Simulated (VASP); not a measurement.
Data:

```yaml
crystal:
  lattice:
    - [5.06743, -1.40003, 0.01160]
    - [5.06743, 1.40003, 0.01160]
    - [-1.90379, 0.00000, 6.45413]
  atoms:
    - { symbol: Mg, position: [0.53047, 0.53047, 0.79602] }
    - { symbol: Mg, position: [0.46953, 0.46953, 0.20398] }
    - { symbol: Pt, position: [0.13872, 0.13872, 0.51934] }
    - { symbol: Pt, position: [0.86128, 0.86128, 0.48066] }
    - { symbol: Pt, position: [0.18988, 0.18988, 0.13372] }
    - { symbol: Pt, position: [0.81012, 0.81012, 0.86628] }
```

Level of theory: PBEsol GGA, VASP's PBE PAW potentials (set 64) (plane waves; VASP). Settings: 400 eV cut-off, Gaussian smearing of 0.050 eV, potentials Mg Pt.

Problem. Give the energies of bands 12 to 25 at the high-symmetry points, in eV from the Fermi level.

Solution. 
```json
[
 {"band": "12", "Γ": "-2.65", "C": "-3.01", "Y2": "-3.15", "M2": "-3.35", "D": "-2.87", "A": "-2.62", "V2": "-3.00"},
 {"band": "13", "Γ": "-2.52", "C": "-2.76", "Y2": "-3.01", "M2": "-3.09", "D": "-2.55", "A": "-2.62", "V2": "-2.39"},
 {"band": "14", "Γ": "-2.49", "C": "-2.12", "Y2": "-2.98", "M2": "-2.66", "D": "-2.52", "A": "-2.47", "V2": "-2.25"},
 {"band": "15", "Γ": "-2.29", "C": "-1.89", "Y2": "-2.53", "M2": "-2.65", "D": "-1.99", "A": "-2.10", "V2": "-1.90"},
 {"band": "16", "Γ": "-2.09", "C": "-1.76", "Y2": "-2.22", "M2": "-1.99", "D": "-1.84", "A": "-1.87", "V2": "-1.87"},
 {"band": "17", "Γ": "-1.71", "C": "-1.50", "Y2": "-1.79", "M2": "-1.94", "D": "-1.70", "A": "-1.74", "V2": "-1.20"},
 {"band": "18", "Γ": "-1.30", "C": "-0.90", "Y2": "-1.72", "M2": "-1.94", "D": "-1.60", "A": "-1.63", "V2": "-1.05"},
 {"band": "19", "Γ": "-1.21", "C": "-0.49", "Y2": "-1.63", "M2": "-1.89", "D": "-0.72", "A": "-1.09", "V2": "-0.36"},
 {"band": "20", "Γ": "-1.08", "C": "0.06", "Y2": "-1.11", "M2": "-0.99", "D": "0.03", "A": "-0.85", "V2": "0.12"},
 {"band": "21", "Γ": "-0.67", "C": "0.09", "Y2": "-0.68", "M2": "-0.83", "D": "1.06", "A": "-0.61", "V2": "0.31"},
 {"band": "22", "Γ": "-0.64", "C": "0.54", "Y2": "-0.26", "M2": "-0.75", "D": "1.29", "A": "-0.46", "V2": "0.84"},
 {"band": "23", "Γ": "-0.62", "C": "1.24", "Y2": "-0.17", "M2": "-0.45", "D": "1.63", "A": "-0.40", "V2": "1.47"},
 {"band": "24", "Γ": "-0.19", "C": "1.87", "Y2": "-0.02", "M2": "-0.03", "D": "1.77", "A": "0.58", "V2": "1.66"},
 {"band": "25", "Γ": "0.62", "C": "2.07", "Y2": "0.90", "M2": "1.59", "D": "2.37", "A": "1.09", "V2": "3.05"}
]
```

It has no gap at this level: it comes out as a metal or semimetal.

The structure comes from a computed database's MgPt2 entry (C2/m); how it stands against other phases isn't given here. It was relaxed first.
